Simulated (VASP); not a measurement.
A VASP calculation is set up with these files.

INCAR:
```
! general
SYSTEM  = Ni3N
PREC    = Accurate
ENCUT   = 520
LREAL   = .False.
LASPH   = .True.

! electronic loop
EDIFF   = 1E-7
NELM    = 100
ALGO    = Normal
LMAXMIX = 4

! smearing
ISMEAR  = -5

! functional
GGA     = PS

! ions
ISIF    = 2

! output
LWAVE   = .False.
LCHARG  = .True.
LORBIT  = 11
NEDOS   = 601

! other
LEFG    = .True.
```

File KPOINTS:
```
Automatic
0
gamma
  9 9 8
```

POSCAR:
```
Ni3N
1
    4.5538592315     0.0000000000    -0.0000000000
   -2.2769296157     3.9437579152     0.0000000000
    0.0000000000    -0.0000000000     4.2312593551
Ni N
6 2
Direct
  1.0000000000   0.6712854597   0.5000000000
  0.3287145403   0.0000000000   0.0000000000
  0.3287145403   0.3287145403   0.5000000000
  0.0000000000   0.3287145403   0.0000000000
  0.6712854597   0.0000000000   0.5000000000
  0.6712854597   0.6712854597   0.0000000000
  0.6666670000   0.3333330000   0.7500000000
  0.3333330000   0.6666670000   0.2500000000
```

POTCAR, in this order: Ni N (PBE.64 set). Program: vasp_std.

Problem. Translate this PBEsol calculation to Ansatz.

Solution. One equivalent input (not run):
Ansatz 0.2 input:
```yaml
crystal:
  lattice:
    - [4.5538592, 0.0000000, 0.0000000]
    - [-2.2769296, 3.9437579, 0.0000000]
    - [0.0000000, 0.0000000, 4.2312594]
  atoms:
    - { symbol: Ni, position: [1.0000000, 0.6712855, 0.5000000] }
    - { symbol: Ni, position: [0.3287145, 0.0000000, 0.0000000] }
    - { symbol: Ni, position: [0.3287145, 0.3287145, 0.5000000] }
    - { symbol: Ni, position: [0.0000000, 0.3287145, 0.0000000] }
    - { symbol: Ni, position: [0.6712855, 0.0000000, 0.5000000] }
    - { symbol: Ni, position: [0.6712855, 0.6712855, 0.0000000] }
    - { symbol: N, position: [0.6666670, 0.3333330, 0.7500000] }
    - { symbol: N, position: [0.3333330, 0.6666670, 0.2500000] }
kpoints:
  mp_grid: { grid: [9, 9, 8] }
hamiltonian:
  xc: pbesol
  pseudopotentials: { kind: paw }
scf:
  occupations: { method: tetrahedron }
  max_iter: 100
output: { forces: true, stress: true, eigenvalues: true }
```
The two are equivalent in intent, not identical: each code has its own PAW files, so the cut-off isn't converted (ENCUT is set for VASP's; basis.ecutwfc is left out, and Ansatz then takes the one that its files recommend); Ansatz stops its SCF on the density residual and VASP on the energy change (EDIFF); the field gradients of LEFG aren't asked of the other code.

The structure comes from a computed database's Ni3N entry (P6_322); how it stands against other phases isn't given here. It was relaxed first.
